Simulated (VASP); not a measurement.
For cubic NaF (rock salt), VASP with PBE GGA, VASP's PBE PAW potentials (set 64) gives ε∞ = 1.85, a static ε₀ = 5.38 and a transverse optical mode at 231 cm⁻¹.

Estimate the longitudinal optical frequency at Γ.

By the Lyddane-Sachs-Teller relation, ω_LO = ω_TO √(ε₀/ε∞) = 231 × √(5.38/1.85) = 394 cm⁻¹.

Measured: ε∞ 1.74 at 297 K (computed value off by +6.5 %), as given by H. H. Li, Journal of Physical and Chemical Reference Data (1976), doi:10.1063/1.555536 [long-wavelength limit of the electronic terms of a dispersion formula fitted to measured refractive indices over 0.15-17.0 um; lattice terms left out].

The compound is NaF in the rock salt structure. It was relaxed first.
